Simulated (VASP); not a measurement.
Output of a VASP run:

OSZICAR:
```
...
RMM:  12    -0.258302527668E+00   -0.68013E-07    0.56730E-08  7769   0.940E-05    0.238E-06
RMM:  13    -0.258302558900E+00   -0.31232E-07   -0.23758E-08  7596   0.642E-05    0.284E-06
RMM:  14    -0.258302535205E+00    0.23695E-07    0.18073E-08  7338   0.533E-05    0.508E-07
RMM:  15    -0.258302534294E+00    0.91111E-09   -0.35605E-09  7200   0.480E-05    0.464E-07
 Linear response progress:
  Degree of freedom:   5/  6
       N       E                     dE             d eps       ncg     rms          rms(c)
RMM:   1    -0.256562265119E+00   -0.25656E+00   -0.23967E-01  5395   0.331E+00
RMM:   2    -0.257689620833E+00   -0.11274E-02   -0.11926E-02  5189   0.620E-01    0.613E-02
RMM:   3    -0.258020942798E+00   -0.33132E-03   -0.73071E-04  5340   0.140E-01    0.393E-02
RMM:   4    -0.258310001420E+00   -0.28906E-03   -0.11434E-04  5814   0.604E-02    0.852E-03
RMM:   5    -0.258374099097E+00   -0.64098E-04   -0.21898E-05  6007   0.210E-02    0.442E-03
RMM:   6    -0.258320846261E+00    0.53253E-04   -0.31805E-06  6349   0.866E-03    0.848E-04
RMM:   7    -0.258311503832E+00    0.93424E-05   -0.68059E-07  6747   0.288E-03    0.345E-04
RMM:   8    -0.258308809761E+00    0.26941E-05   -0.25967E-07  6779   0.123E-03    0.924E-05
RMM:   9    -0.258308039137E+00    0.77062E-06   -0.18915E-07  7032   0.547E-04    0.522E-05
RMM:  10    -0.258307642469E+00    0.39667E-06   -0.16667E-07  7150   0.299E-04    0.413E-05
RMM:  11    -0.258307661284E+00   -0.18815E-07    0.58425E-08  7340   0.153E-04    0.137E-05
RMM:  12    -0.258307846915E+00   -0.18563E-06   -0.52813E-08  7513   0.861E-05    0.383E-06
RMM:  13    -0.258307836858E+00    0.10056E-07   -0.70546E-09  7612   0.556E-05    0.205E-06
RMM:  14    -0.258307829880E+00    0.69784E-08    0.62276E-11  7274   0.439E-05    0.130E-06
 Linear response progress:
  Degree of freedom:   6/  6
       N       E                     dE             d eps       ncg     rms          rms(c)
RMM:   1    -0.256565987424E+00   -0.25657E+00   -0.23970E-01  5405   0.331E+00
RMM:   2    -0.257688425516E+00   -0.11224E-02   -0.12018E-02  5198   0.623E-01    0.612E-02
RMM:   3    -0.258019853119E+00   -0.33143E-03   -0.73594E-04  5353   0.141E-01    0.394E-02
RMM:   4    -0.258308126214E+00   -0.28827E-03   -0.11383E-04  5810   0.603E-02    0.862E-03
RMM:   5    -0.258373716892E+00   -0.65591E-04   -0.22067E-05  5983   0.212E-02    0.445E-03
RMM:   6    -0.258336946783E+00    0.36770E-04   -0.30682E-06  6499   0.798E-03    0.192E-03
RMM:   7    -0.258313494789E+00    0.23452E-04   -0.74090E-07  6482   0.366E-03    0.457E-04
RMM:   8    -0.258308241397E+00    0.52534E-05   -0.74539E-08  6740   0.154E-03    0.937E-05
RMM:   9    -0.258307525035E+00    0.71636E-06   -0.21685E-07  7294   0.616E-04    0.418E-05
RMM:  10    -0.258307387239E+00    0.13780E-06    0.17726E-07  7192   0.296E-04    0.362E-05
RMM:  11    -0.258307323350E+00    0.63889E-07   -0.75149E-08  7368   0.169E-04    0.942E-06
RMM:  12    -0.258307434872E+00   -0.11152E-06    0.28304E-09  7719   0.957E-05    0.236E-06
RMM:  13    -0.258307452207E+00   -0.17335E-07   -0.46664E-08  7765   0.648E-05    0.281E-06
RMM:  14    -0.258307419659E+00    0.32548E-07    0.47942E-10  7222   0.539E-05    0.667E-07
RMM:  15    -0.258307419838E+00   -0.17888E-09   -0.31724E-09  7068   0.495E-05    0.313E-07
 Linear response finished
```

### OUTCAR
```
------------------------ aborting loop because EDIFF is reached ----------------------------------------

   1 f  =    4.279998 THz    26.892023 2PiTHz  142.765377 cm-1    17.700643 meV
             X         Y         Z           dx          dy          dz
      0.013641  3.503885  0.004649    -0.005577   -0.852544    0.006187
      1.739204  1.754650  1.748196     0.003532    0.522565   -0.003678

   2 f  =    4.275044 THz    26.860892 2PiTHz  142.600111 cm-1    17.680152 meV
             X         Y         Z           dx          dy          dz
      0.013641  3.503885  0.004649    -0.270739    0.007554    0.808118
      1.739204  1.754650  1.748196     0.166209   -0.004747   -0.495925

   3 f  =    4.271778 THz    26.840373 2PiTHz  142.491176 cm-1    17.666646 meV
             X         Y         Z           dx          dy          dz
      0.013641  3.503885  0.004649    -0.808377    0.003479   -0.270945
      1.739204  1.754650  1.748196     0.495538   -0.001925    0.165956

   4 f/i=    0.000139 THz     0.000875 2PiTHz    0.004645 cm-1     0.000576 meV
             X         Y         Z           dx          dy          dz
      0.013641  3.503885  0.004649     0.249806   -0.038395   -0.457958
      1.739204  1.754650  1.748196     0.407041   -0.062555   -0.746192

   5 f/i=    0.001635 THz     0.010274 2PiTHz    0.054541 cm-1     0.006762 meV
             X         Y         Z           dx          dy          dz
      0.013641  3.503885  0.004649     0.345679    0.358613    0.158557
      1.739204  1.754650  1.748196     0.563794    0.584885    0.258474

   6 f/i=    0.002986 THz     0.018763 2PiTHz    0.099608 cm-1     0.012350 meV
             X         Y         Z           dx          dy          dz
      0.013641  3.503885  0.004649    -0.302158    0.378183   -0.196548
      1.739204  1.754650  1.748196    -0.493212    0.617168   -0.320769

 ELASTIC MODULI CONTR FROM IONIC RELAXATION (kBar)
 Direction    XX          YY          ZZ          XY          YZ          ZX
 --------------------------------------------------------------------------------
 XX          -0.6584      0.5588      0.9573      0.1070      0.1062     -0.2823
 YY           0.5588     -3.4512     -2.9135      0.1070      0.0428     -0.8489
 ZZ           0.9573     -2.9135     -3.1294      0.3287      0.0459     -0.2962
 XY           0.1070      0.1070      0.3287     -0.4971     -0.1702      0.0349
 YZ           0.1062      0.0428      0.0459     -0.1702     -0.0675      0.0683
 ZX          -0.2823     -0.8489     -0.2962      0.0349      0.0683     -0.5339
 --------------------------------------------------------------------------------
```
(Selected blocks of OUTCAR.)

POSCAR:
```
CaPd
1
    3.5056900000     0.0000000000     0.0000000000
    0.0000000000     3.5056900000     0.0000000000
    0.0000000000     0.0000000000     3.5056900000
Ca Pd
1 1
Direct
  0.0038910000  -0.0005150000   0.0013260000
  0.4961090000   0.5005150000   0.4986740000
```

Q: Reconstruct the remaining input files.

A: This is not unique; one that fits is the input of the run itself, LDA (Ceperley-Alder, Perdew-Zunger), plane waves, VASP's LDA PAW potentials (set 64).

**KPOINTS**
```
Automatic mesh
0
Gamma
6 6 6
0 0 0
```

INCAR:
```
LWAVE  =  .FALSE.
ISIF  =  2   ! forces and stress, cell fixed
ENCUT  =  300   ! plane-wave cut-off (eV)
LREAL  =  .FALSE.   ! projection in real space or not
EDIFF  =  1E-8
PREC  =  Accurate
ALGO  =  Normal
SIGMA  =  0.05   ! width (eV)
NELM  =  100
SYSTEM  =  CaPd
LEPSILON  =  .FALSE.
LMAXMIX  =  4
NSW  =  1   ! most ionic steps
LASPH  =  .TRUE.
LCHARG  =  .FALSE.
IBRION  =  8   ! DFPT with symmetry
ISMEAR  =  0   ! Gaussian
```

POTCAR, in this order: Ca_sv Pd (LDA.64 set). Program: vasp_std.

At this cut-off the stress carries a Pulay error, which pulls relaxed volumes low.

The structure comes from a computed database's CaPd entry; how it stands against other phases isn't given here. The cell was not relaxed at this level, atoms are displaced from their ideal sites. The run is one of a series of settings (EDIFF = 1E-8, IBRION = 8, LEPSILON = .FALSE., NSW = 1 against the base run), some of them coarse on purpose.
